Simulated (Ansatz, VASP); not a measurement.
# Zr (Zirconium): VASP beside Ansatz, part 2 of 2

One calculation is typed for both programs; each brings its own data sets. How far apart do they land? The structure shown is the end of the Ansatz relaxation below.

VASP 6.6.1 and Ansatz 0.2.0.

So far. Step 3 (VASP: single point, LDA, pair 1): The run ends at a pressure of 12.50 GPa.

**6. VASP: single point, LDA, pair 2 (continued)**

Level of this step: LDA; plane waves and PAW (Zr_sv) (VASP).

Numbers of over 12 decimals in the logs are rounded to 6 here.

Parts of OUTCAR (step 6):

```text
  Total        2.3900880      2.3900880      2.4099689      0.0000000      0.0000000     -0.0000000
  in kB       95.5485166     95.5485166     96.3432976      0.0000000      0.0000000     -0.0000000
  external PRESSURE =      95.8134436 kB  Pullay stress =       0.0000000 kB

 POSITION                                       TOTAL-FORCE (eV/Angst)
 -----------------------------------------------------------------------------------
     -0.00000      1.75244      1.25574         0.000000     -0.000000      0.000000
      1.51766      0.87622      3.76723        -0.000000      0.000000      0.000000
 -----------------------------------------------------------------------------------
    total drift:                                0.000000     -0.000000      0.000000

  FREE ENERGIE OF THE ION-ELECTRON SYSTEM (eV)
  ---------------------------------------------------
  free  energy   TOTEN  =       -18.4831869613 eV

  energy  without entropy=      -18.4852586109  energy(sigma->0) =      -18.48387751

[... 1 part as in an earlier step ...]

[... 2 further parts left out ...]
[key lines of the parts left out:]
E-fermi :  10.5683
```

The run ends at a pressure of 9.58 GPa.

**7. Differences**

Both answers:

| quantity | Ansatz | VASP | difference |
| --- | --- | --- | --- |
| pressure (GPa) | 9.50 | 9.58 | -0.08 |

**8. Ansatz: relaxation, LDA**

This run makes the geometry at which the two programs are then compared. The cell compared in this pair holds 40.95 Å³, against 40.08 Å³ for the pair before.

The structure compared here is the end of the Ansatz relaxation.

The input, input.yaml:

```yaml
crystal:
  lattice:
    - [3.0689681971, 0.0, 0.0]
    - [-1.5344840985, 2.6578044221, 0.0]
    - [0.0, 0.0, 5.0202476351]
  atoms:
    - { symbol: Zr, position: [0.3333333333, 0.6666666667, 0.25] }
    - { symbol: Zr, position: [0.6666666667, 0.3333333333, 0.75] }
kpoints:
  mp_grid: { grid: [15, 15, 8] }
hamiltonian:
  xc: lda
  pseudopotentials: { kind: paw, azcp: { folder: soft_1 }, xc_functional: pbe }
scf:
  occupations: { method: methfessel_paxton, width: 0.2 }
output:
  forces: true
  stress: true
  eigenvalues: true
relax:
  adjacent_minimum: "off"
  f_tol: 0.001
  max_steps: 60
  cell: { stress_tol: 0.01, fix: [volume] }
```

The run is started by

```bash
$ ansatz run input.yaml --threads 4 --pin off --max-ram 10240MiB --backend cpu --events-out ev --progress --plain --runs-dir out
```

Output:

```text
[...]
Crystal: 2 atoms, lattice volume = 40.949 Å³
Basis set: ecut = 420 eV, 785 PW (Γ)
Bands: 16, of which v1, the nominal top of the filled ones, is band 12 counted from 1 (11 counted from 0)
Symmetry: 24 space group operations
[...]
k-points: 135 of 1800
[...]
k-point 134: bands = [... 8 lower, 14.1901, 14.1901, 14.5062, 14.5062, 16.0568, 16.0568, 18.0309, 18.0309]
--- Relaxed structure (3 steps of the walk, 3 accepted, 1 SCFs on fresh bases) ---
[...]
cell:  # Å, volume = 40.9487 Å³
    - [3.063240, -2.8813710864886682e-11, 0]
    - [-1.531620, 2.652844, 0]
    - [0, 1.7369720191448642e-19, 5.039039]
  atoms:
    - { symbol: Zr, position: [0.333333, 0.666667, 0.25] }
    - { symbol: Zr, position: [0.666667, 0.333333, 0.750000] }
[key lines of the parts left out:]
SCF converged after 5 iterations
Free energy (F): -8154.915140 eV
Fermi energy:    15.902725 eV
P = ⅓ Tr σ = 6.8303 GPa (68.303 kbar)
```

**9. VASP: single point, LDA, pair 3**

The same cell, functional (in two slightly different forms), mesh and smearing now go to VASP, with its own data sets.

The input, INCAR:

```
SYSTEM = Zr
PREC = Accurate
ENCUT = 500
EDIFF = 1E-06
NELM = 120
ISMEAR = 1
SIGMA = 0.2
LREAL = .FALSE.
ALGO = Normal
GGA = CA
NBANDS = 18
LASPH = .TRUE.
LORBIT = 11
LWAVE = .FALSE.
LCHARG = .FALSE.
ISIF = 2
GGA_COMPAT = .FALSE.
KPAR = 2
```

The input, POSCAR:

```
Zr
1.0
    3.0632403782      0.0000000000      0.0000000000
   -1.5316201891      2.6528439855      0.0000000000
    0.0000000000      0.0000000000      5.0390394696
Zr
2
Direct
    0.3333333333      0.6666666667      0.2500000000
    0.6666666667      0.3333333333      0.7500000000
```

The input, KPOINTS:

```
Automatic mesh
0
Gamma
15 15 8
0 0 0
```

The projector-augmented-wave data sets are Zr_sv (LDA family, release 64).

The run is started by

```bash
$ mpirun -np 2 vasp_std
```

Output:

```text
[... set-up lines as in an earlier step ...]
 entering main loop
       N       E                     dE             d eps       ncg     rms          rms(c)
DAV:   1     0.210964825720E+03    0.21096E+03   -0.13257E+04  4860   0.131E+03
DAV:   2    -0.357161033356E+01   -0.21454E+03   -0.21102E+03  5632   0.383E+02
DAV:   3    -0.187937372473E+02   -0.15222E+02   -0.15080E+02  8800   0.743E+01
DAV:   4    -0.191203648685E+02   -0.32663E+00   -0.32612E+00  5630   0.114E+01
[...]
DAV:   9    -0.185281119784E+02   -0.10423E-03   -0.88346E-04  5934   0.287E-01    0.400E-02
DAV:  10    -0.185280936965E+02    0.18282E-04   -0.31078E-05  6496   0.503E-02    0.221E-02
DAV:  11    -0.185280936607E+02    0.35810E-07   -0.81265E-06  5308   0.329E-02
   1 F= -.18528094E+02 E0= -.18528719E+02  d E =0.187570E-02
```

OUTCAR, selected parts (step 9):

```text
  Total        1.7606339      1.7606339      1.7820089      0.0000000      0.0000000      0.0000000
  in kB       68.8872873     68.8872873     69.7236147      0.0000000      0.0000000      0.0000000
  external PRESSURE =      69.1660631 kB  Pullay stress =       0.0000000 kB

 POSITION                                       TOTAL-FORCE (eV/Angst)
 -----------------------------------------------------------------------------------
     -0.00000      1.76856      1.25976         0.000000      0.000000      0.000000
      1.53162      0.88428      3.77928        -0.000000     -0.000000      0.000000
 -----------------------------------------------------------------------------------
    total drift:                               -0.000000      0.000000     -0.000000

  FREE ENERGIE OF THE ION-ELECTRON SYSTEM (eV)
  ---------------------------------------------------
  free  energy   TOTEN  =       -18.5280936607 eV

  energy  without entropy=      -18.5299693596  energy(sigma->0) =      -18.52871889

[... 1 part as in an earlier step ...]

[... 2 further parts left out ...]
[key lines of the parts left out:]
E-fermi :  10.3061
```

The run ends at a pressure of 6.92 GPa.

**10. Comparison**

Both answers:

| quantity | Ansatz | VASP | difference |
| --- | --- | --- | --- |
| pressure (GPa) | 6.83 | 6.92 | -0.09 |

**11. What came out**

```
difference in pressure (single point, LDA, pair 1) : -0.079 GPa
difference in pressure (single point, LDA, pair 2) : -0.083 GPa
difference in pressure (single point, LDA, pair 3) : -0.086 GPa
```

The difference in pressure is -0.086 GPa (single point, LDA, pair 3), within the 1 GPa picked in this series as the mark of a large difference. 13 further runs of this series are not shown here. Such differences can come from data sets, numerical settings and the points named under the comparisons, not from the functional's error against experiment.

[Lines on the potential files, build, host, timing and source positions are cut from VASP's logs without a mark.]

[Logs are printed without paths, hosts, clocks, repeated set-up lines and the standing remarks that a program may print on its own settings, such as how far it seeks lower states.]

[Hosts, paths, dates, database ids (printed as entryN), source tags and the programs' standing remarks are cut or masked in the printed files.]
